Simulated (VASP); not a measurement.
All values below come from vdW-DF2, VASP's PBE PAW potentials (set 64) (plane waves; VASP).

A VASP calculation is set up with these files.

**POSCAR**
```
BaF2
1
    0.0000000000     3.0881704996     3.0881704996
    3.0881704996     0.0000000000     3.0881704996
    3.0881704996     3.0881704996    -0.0000000000
Ba F
1 2
Direct
  0.0000000000   1.0000000000   0.0000000000
  0.2500000000   0.2500000000   0.2500000000
  0.7500000000   0.7500000000   0.7500000000
```

KPOINTS:
```
kpoints
0
Gamma
  6 6 6
```

### INCAR
```
ISMEAR=0   # Gaussian
NELM=100   # most electronic steps
LASPH=.TRUE.   # aspherical one-centre terms
PREC=Accurate
LCHARG=.FALSE.
LWAVE=.FALSE.
EDIFFG=-0.02   # ionic stop
ZAB_VDW=-1.8867
IBRION=2
LUSE_VDW=.TRUE.
SIGMA=0.05   # width (eV)
NSW=60   # most ionic steps
LREAL=.FALSE.
ISIF=3   # ions, shape and volume
AGGAC=0.0
LMAXMIX=4   # l cut-off of mixed one-centre charges
SYSTEM=BaF2
GGA=ML
ENCUT=520   # plane-wave cut-off (eV)
ALGO=Normal
EDIFF=1E-6   # SCF stop (eV)
```

POTCAR, in this order: Ba_sv F (PBE.64 set). Program: vasp_std.

Energy and stress use the plane-wave basis of the starting cell.

Question: What does the run give for the energy per atom (σ→0), volume per atom?

Answer: 
- energy per atom (σ→0) = -4.024 eV/atom
- volume per atom = 21.23 Å³/atom

OSZICAR:
```
...
DAV:   2    -0.120805307008E+02    0.73602E-01   -0.49440E-01   512   0.503E+00    0.405E-01
DAV:   3    -0.120748254963E+02    0.57052E-02   -0.18634E-02   520   0.117E+00    0.217E-01
DAV:   4    -0.120732884276E+02    0.15371E-02   -0.73445E-03   728   0.565E-01    0.673E-02
DAV:   5    -0.120732956140E+02   -0.71864E-05   -0.26807E-04   536   0.129E-01    0.346E-02
DAV:   6    -0.120733232676E+02   -0.27654E-04   -0.47707E-05   536   0.603E-02    0.103E-02
DAV:   7    -0.120733212306E+02    0.20370E-05   -0.65767E-06   584   0.187E-02    0.294E-03
DAV:   8    -0.120733211699E+02    0.60640E-07   -0.52252E-07   408   0.640E-03
   3 F= -.12073321E+02 E0= -.12073321E+02  d E =-.778994E-01
```

The compound is BaF2 in the fluorite structure. This run relaxes it. Symmetry was kept, so distortions that lower it aren't found. The start is the result of an earlier pass.
